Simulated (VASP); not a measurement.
Calculation: PBEsol GGA, VASP's PBE PAW potentials (set 64) (plane waves; VASP 6.6.1).

Input for VASP

INCAR:
```
! general
SYSTEM  = HgPPd5
PREC    = Accurate
ENCUT   = 300
LREAL   = .FALSE.
LASPH   = .TRUE.

! electronic loop
EDIFF   = 1E-6   ! SCF stop (eV)
NELM    = 100
ALGO    = Normal
LMAXMIX = 6

! smearing
ISMEAR  = 0   ! Gaussian
SIGMA   = 0.1   ! width (eV)

! functional
GGA     = PS   ! PBEsol

! ions
IBRION  = 2   ! conjugate gradients
NSW     = 50   ! most ionic steps
ISIF    = 3   ! ions, shape and volume
EDIFFG  = -0.01

! output
LWAVE   = .FALSE.
LCHARG  = .FALSE.
```

KPOINTS:
```
Automatic mesh
0
Gamma
5 5 3
0 0 0
```

POSCAR:
```
HgPPd5
1
    4.0180250000     0.0000000000     0.0000000000
    0.0000000000     4.0180250000     0.0000000000
    0.0000000000     0.0000000000     7.1805390000
Hg P Pd
1 1 5
Direct
  0.5000000000   0.5000000000   0.0000000000
  0.0000000000   0.0000000000   0.5000000000
  0.0000000000   0.5000000000   0.3028900000
  0.0000000000   0.5000000000   0.6971100000
  0.5000000000   0.0000000000   0.3028900000
  0.5000000000   0.0000000000   0.6971100000
  0.0000000000   0.0000000000   0.0000000000
```

POTCAR, in this order: Hg P Pd (PBE.64 set). Program: vasp_std.

Output of the run:

File OUTCAR:
```
 ion  position               nearest neighbor table
   1  0.500  0.500  0.000-   7 2.84   7 2.84   7 2.84   7 2.84   3 2.96   5 2.96   6 2.96   4 2.96
                             3 2.96   4 2.96   5 2.96   6 2.96
   2  0.000  0.000  0.500-   3 2.46   4 2.46   5 2.46   6 2.46   3 2.46   4 2.46   5 2.46   6 2.46
  LATTYP: Found a simple tetragonal cell.
 ALAT       =     4.0180250000
 C/A-ratio  =     1.7870817130
 Subroutine PRICEL returns:
 Original cell was already a primitive cell.
 Subroutine GETGRP returns: Found 16 space group operations
The static configuration has the point symmetry D_4h.
The dynamic configuration has the point symmetry D_4h.
 Subroutine INISYM returns: Found 16 space group operations
 Subroutine IBZKPT returns following result:
 Found     12 irreducible k-points:

 Following reciprocal coordinates:
            Coordinates               Weight
  0.000000  0.000000  0.000000      1.000000
  0.200000  0.000000  0.000000      4.000000
  0.400000  0.000000  0.000000      4.000000
  0.200000  0.200000  0.000000      4.000000
  0.400000  0.200000  0.000000      8.000000
  0.400000  0.400000  0.000000      4.000000
  0.000000  0.000000  0.333333      2.000000
...
```

File OSZICAR:
```
...
DAV:  10    -0.387201019563E+02    0.57090E-02   -0.21566E-02  1072   0.143E+00    0.335E-01
DAV:  11    -0.387202475801E+02   -0.14562E-03   -0.38258E-03  1080   0.416E-01    0.133E-01
DAV:  12    -0.387200350333E+02    0.21255E-03   -0.14650E-03  1040   0.327E-01    0.475E-02
DAV:  13    -0.387200273359E+02    0.76974E-05   -0.63223E-05  1032   0.720E-02    0.122E-02
DAV:  14    -0.387200274308E+02   -0.94918E-07   -0.70725E-06  1112   0.170E-02
   1 F= -.38720027E+02 E0= -.38716185E+02  d E =-.387200E+02
       N       E                     dE             d eps       ncg     rms          rms(c)
DAV:   1    -0.645730323577E+02   -0.25853E+02   -0.47654E+02   960   0.154E+02    0.475E+01
DAV:   2    -0.396288021343E+02    0.24944E+02   -0.10181E+02   968   0.660E+01    0.844E+00
DAV:   3    -0.385824413608E+02    0.10464E+01   -0.45243E+00  1000   0.222E+01    0.523E+00
DAV:   4    -0.384572368807E+02    0.12520E+00   -0.12657E+00  1000   0.102E+01    0.360E+00
DAV:   5    -0.383826948760E+02    0.74542E-01   -0.31766E-01  1072   0.611E+00    0.211E+00
DAV:   6    -0.383790714069E+02    0.36235E-02   -0.62825E-02   992   0.158E+00    0.816E-01
DAV:   7    -0.383819102240E+02   -0.28388E-02   -0.13567E-02  1096   0.754E-01    0.179E-01
DAV:   8    -0.383820599186E+02   -0.14969E-03   -0.10346E-03  1056   0.239E-01    0.103E-01
DAV:   9    -0.383821039121E+02   -0.43994E-04   -0.87313E-05  1056   0.701E-02    0.274E-02
DAV:  10    -0.383821041233E+02   -0.21117E-06   -0.15155E-05  1072   0.353E-02    0.860E-03
DAV:  11    -0.383821038842E+02    0.23908E-06   -0.76087E-07   536   0.645E-03
   2 F= -.38382104E+02 E0= -.38377317E+02  d E =0.337924E+00
       N       E                     dE             d eps       ncg     rms          rms(c)
DAV:   1    -0.471098845006E+02   -0.87278E+01   -0.15282E+02   960   0.921E+01    0.199E+01
DAV:   2    -0.395603725519E+02    0.75495E+01   -0.30108E+01   960   0.395E+01    0.842E+00
DAV:   3    -0.391833759276E+02    0.37700E+00   -0.13034E+00  1000   0.930E+00    0.697E+00
DAV:   4    -0.391248803209E+02    0.58496E-01   -0.35319E-01   992   0.569E+00    0.472E+00
DAV:   5    -0.391080757163E+02    0.16805E-01   -0.30351E-01  1056   0.545E+00    0.222E+00
DAV:   6    -0.390834191801E+02    0.24657E-01   -0.86951E-02  1040   0.313E+00    0.527E-01
DAV:   7    -0.390841046240E+02   -0.68544E-03   -0.79306E-03  1016   0.499E-01    0.159E-01
DAV:   8    -0.390840373761E+02    0.67248E-04   -0.55226E-04  1056   0.215E-01    0.923E-02
DAV:   9    -0.390840361182E+02    0.12578E-05   -0.68871E-05  1024   0.754E-02    0.137E-02
DAV:  10    -0.390840344445E+02    0.16738E-05   -0.82226E-06  1024   0.251E-02    0.597E-03
DAV:  11    -0.390840346042E+02   -0.15977E-06   -0.36751E-07   496   0.399E-03
   3 F= -.39084035E+02 E0= -.39080184E+02  d E =-.364007E+00
       N       E                     dE             d eps       ncg     rms          rms(c)
DAV:   1    -0.390863325607E+02   -0.22981E-02   -0.37629E-02   960   0.141E+00    0.315E-01
DAV:   2    -0.390843818007E+02    0.19508E-02   -0.86297E-03   960   0.643E-01    0.887E-02
DAV:   3    -0.390842667936E+02    0.11501E-03   -0.43424E-04   984   0.190E-01    0.744E-02
DAV:   4    -0.390842579010E+02    0.88926E-05   -0.77467E-05   960   0.732E-02    0.486E-02
DAV:   5    -0.390842605469E+02   -0.26460E-05   -0.43939E-05  1080   0.684E-02    0.303E-02
DAV:   6    -0.390842580653E+02    0.24817E-05   -0.17710E-05  1064   0.425E-02    0.699E-03
DAV:   7    -0.390842591389E+02   -0.10737E-05   -0.19942E-06   648   0.865E-03    0.149E-03
DAV:   8    -0.390842591712E+02   -0.32218E-07   -0.18706E-07   480   0.336E-03
   4 F= -.39084259E+02 E0= -.39080401E+02  d E =-.364232E+00
       N       E                     dE             d eps       ncg     rms          rms(c)
DAV:   1    -0.390863216918E+02   -0.20626E-02   -0.39183E-02   960   0.144E+00    0.322E-01
DAV:   2    -0.390842925316E+02    0.20292E-02   -0.89586E-03   960   0.656E-01    0.904E-02
DAV:   3    -0.390841729803E+02    0.11955E-03   -0.44893E-04   976   0.193E-01    0.759E-02
DAV:   4    -0.390841637472E+02    0.92331E-05   -0.79903E-05   968   0.739E-02    0.495E-02
DAV:   5    -0.390841666100E+02   -0.28627E-05   -0.45801E-05  1080   0.698E-02    0.308E-02
DAV:   6    -0.390841639028E+02    0.27071E-05   -0.18627E-05  1064   0.437E-02    0.713E-03
DAV:   7    -0.390841650050E+02   -0.11022E-05   -0.20967E-06   672   0.887E-03    0.154E-03
DAV:   8    -0.390841650386E+02   -0.33558E-07   -0.19532E-07   480   0.346E-03
   5 F= -.39084165E+02 E0= -.39080301E+02  d E =-.364138E+00
       N       E                     dE             d eps       ncg     rms          rms(c)
DAV:   1    -0.390867217507E+02   -0.25567E-02   -0.45751E-01   960   0.303E+00    0.235E-01
DAV:   2    -0.390861403618E+02    0.58139E-03   -0.66092E-03  1072   0.478E-01    0.110E-01
DAV:   3    -0.390858131789E+02    0.32718E-03   -0.48490E-04  1024   0.148E-01    0.652E-02
DAV:   4    -0.390857576618E+02    0.55517E-04   -0.13906E-04  1072   0.772E-02    0.249E-02
DAV:   5    -0.390857574107E+02    0.25112E-06   -0.35055E-05  1088   0.566E-02    0.173E-02
DAV:   6    -0.390857553498E+02    0.20609E-05   -0.10019E-05  1000   0.333E-02    0.911E-03
DAV:   7    -0.390857555187E+02   -0.16888E-06   -0.86000E-07   488   0.600E-03
   6 F= -.39085756E+02 E0= -.39082061E+02  d E =-.159048E-02
       N       E                     dE             d eps       ncg     rms          rms(c)
DAV:   1    -0.390878931654E+02   -0.21378E-02   -0.68815E-01   960   0.371E+00    0.289E-01
DAV:   2    -0.390870207850E+02    0.87238E-03   -0.99061E-03  1072   0.586E-01    0.135E-01
DAV:   3    -0.390865267701E+02    0.49401E-03   -0.73381E-04  1024   0.182E-01    0.804E-02
DAV:   4    -0.390864444867E+02    0.82283E-04   -0.22027E-04  1056   0.102E-01    0.321E-02
DAV:   5    -0.390864427352E+02    0.17515E-05   -0.63792E-05  1080   0.779E-02    0.219E-02
DAV:   6    -0.390864394564E+02    0.32788E-05   -0.14824E-05  1008   0.406E-02    0.112E-02
DAV:   7    -0.390864397201E+02   -0.26372E-06   -0.13195E-06   544   0.657E-03
   7 F= -.39086440E+02 E0= -.39082895E+02  d E =-.227468E-02
       N       E                     dE             d eps       ncg     rms          rms(c)
DAV:   1    -0.391011163245E+02   -0.14677E-01   -0.28137E-01   960   0.383E+00    0.836E-01
DAV:   2    -0.390871631384E+02    0.13953E-01   -0.59676E-02   960   0.170E+00    0.238E-01
DAV:   3    -0.390863261341E+02    0.83700E-03   -0.29817E-03   992   0.493E-01    0.205E-01
DAV:   4    -0.390862187773E+02    0.10736E-03   -0.63319E-04   984   0.224E-01    0.134E-01
DAV:   5    -0.390861942857E+02    0.24492E-04   -0.31478E-04  1088   0.183E-01    0.798E-02
DAV:   6    -0.390861572127E+02    0.37073E-04   -0.11021E-04  1056   0.103E-01    0.178E-02
DAV:   7    -0.390861554670E+02    0.17457E-05   -0.12729E-05  1008   0.205E-02    0.441E-03
DAV:   8    -0.390861553620E+02    0.10502E-06   -0.68582E-07   504   0.706E-03
   8 F= -.39086155E+02 E0= -.39082678E+02  d E =0.284358E-03
       N       E                     dE             d eps       ncg     rms          rms(c)
DAV:   1    -0.390924708673E+02   -0.63154E-02   -0.11026E-01   960   0.239E+00    0.527E-01
DAV:   2    -0.390869707968E+02    0.55001E-02   -0.23673E-02   960   0.107E+00    0.147E-01
DAV:   3    -0.390866427569E+02    0.32804E-03   -0.11650E-03   992   0.310E-01    0.125E-01
DAV:   4    -0.390866100990E+02    0.32658E-04   -0.22950E-04  1024   0.128E-01    0.808E-02
DAV:   5    -0.390866109228E+02   -0.82389E-06   -0.12544E-04  1064   0.115E-01    0.494E-02
DAV:   6    -0.390866018045E+02    0.91183E-05   -0.47591E-05  1048   0.687E-02    0.112E-02
DAV:   7    -0.390866036508E+02   -0.18462E-05   -0.55094E-06  1008   0.137E-02    0.282E-03
DAV:   8    -0.390866037004E+02   -0.49658E-07   -0.32246E-07   480   0.487E-03
   9 F= -.39086604E+02 E0= -.39083086E+02  d E =-.163980E-03
```

### OUTCAR
```
------------------------ aborting loop because EDIFF is reached ----------------------------------------
  FORCE on cell =-STRESS in cart. coord.  units (eV):
  Direction    XX          YY          ZZ          XY          YZ          ZX
  --------------------------------------------------------------------------------------
  Total        0.0127168      0.0127168     -0.0541883      0.0000000     -0.0000000     -0.0000000
  in kB        0.1907566      0.1907566     -0.8128430      0.0000000     -0.0000000     -0.0000000
  external PRESSURE =      -0.1437766 kB  Pullay stress =       0.0000000 kB
  volume of cell :      106.81
      direct lattice vectors                 reciprocal lattice vectors
     3.918042159  0.000000000  0.000000000     0.255229515  0.000000000  0.000000000
    -0.000000000  3.918042159 -0.000000000     0.000000000  0.255229515 -0.000000000
    -0.000000000  0.000000000  6.957783056    -0.000000000  0.000000000  0.143723941
 POSITION                                       TOTAL-FORCE (eV/Angst)
 -----------------------------------------------------------------------------------
      1.95902      1.95902      0.00000         0.000000      0.000000      0.000000
     -0.00000      0.00000      3.47889         0.000000      0.000000      0.000000
     -0.00000      1.95902      2.10099        -0.000000      0.000000      0.007715
     -0.00000      1.95902      4.85679         0.000000     -0.000000     -0.007715
      1.95902      0.00000      2.10099        -0.000000      0.000000      0.007715
      1.95902      0.00000      4.85679         0.000000     -0.000000     -0.007715
      0.00000      0.00000      0.00000         0.000000      0.000000      0.000000
 -----------------------------------------------------------------------------------
    total drift:                                0.000000     -0.000000      0.000000
  FREE ENERGIE OF THE ION-ELECTRON SYSTEM (eV)
  ---------------------------------------------------
  free  energy   TOTEN  =       -39.0866037004 eV

  energy  without entropy=      -39.0795675379  energy(sigma->0) =      -39.08308562

 reached required accuracy - stopping structural energy minimisation
```
(Selected blocks of OUTCAR.)

### CONTCAR
```
HgPPd5
   1.00000000000000
     3.9180421586779106    0.0000000000000000    0.0000000000000000
    -0.0000000000000000    3.9180421586779106   -0.0000000000000000
    -0.0000000000000000    0.0000000000000000    6.9577830557745530
  Hg              P               Pd
     1     1     5
Direct
     0.5000000000000000    0.5000000000000000    0.0000000000000000
     0.0000000000000000    0.0000000000000000    0.5000000000000000
     0.0000000000000000    0.5000000000000000    0.3019627503359693
     0.0000000000000000    0.5000000000000000    0.6980372496640308
     0.5000000000000000    0.0000000000000000    0.3019627503359693
     0.5000000000000000    0.0000000000000000    0.6980372496640308
     0.0000000000000000    0.0000000000000000    0.0000000000000000
```

At this cut-off the stress carries a Pulay error, which pulls relaxed volumes low. Energy and stress use the plane-wave basis of the starting cell.

The structure comes from a computed database's HgPPd5 entry (P4/mmm); how it stands against other phases isn't given here. This run relaxes it. Symmetry was kept, so distortions that lower it aren't found. The k-mesh is coarse (spacing up to 0.32 per Å, 2π included), so the numbers may not be converged in it. The run is one of a series of settings (EDIFFG = -0.01, IBRION = 2, ISIF = 3, NSW = 50 against the base run), some of them coarse on purpose. The electron count is odd and the run is not spin-polarised, which forces a metal.
